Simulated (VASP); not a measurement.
Computed with LDA (Ceperley-Alder, Perdew-Zunger), VASP's LDA PAW potentials (set 64) (plane waves; VASP).

The input files of a VASP run:

File KPOINTS:
```
Automatic mesh
0
Gamma
5 5 5
0 0 0
```

POSCAR:
```
ZnSe
1
    0.0000000000     2.8350000000     2.8350000000
    2.8350000000     0.0000000000     2.8350000000
    2.8350000000     2.8350000000     0.0000000000
Zn Se
1 1
Direct
  0.0000000000   0.0000000000   0.0000000000
  0.2500000000   0.2500000000   0.2500000000
```

### INCAR
```
SYSTEM = ZnSe
PREC = Accurate; ENCUT = 300; LREAL = F
LASPH = T
EDIFF = 1E-8; NELM = 100; ALGO = Normal
LMAXMIX = 4
ISMEAR = -1; SIGMA = 0.02
IBRION = 8; NSW = 1; ISIF = 2
LWAVE = F; LCHARG = F
LEPSILON = T
```

POTCAR, in this order: Zn Se (LDA.64 set). Program: vasp_std.

At this cut-off the stress carries a Pulay error, which pulls relaxed volumes low.

What does the run give for the energy per atom (σ→0), pressure, band gap (on the k-mesh)?

| Item | Result |
|---|---|
| energy per atom (σ→0) | -3664 meV/atom |
| band gap (on the k-mesh) | 1.05 eV |
| pressure | -31.6 kbar |

The structure is a typed ZnSe crystal. The cell was not relaxed at this level. The run is one of a series of settings (EDIFF = 1E-8, IBRION = 8, LEPSILON = .TRUE., NSW = 1 against the base run), some of them coarse on purpose.
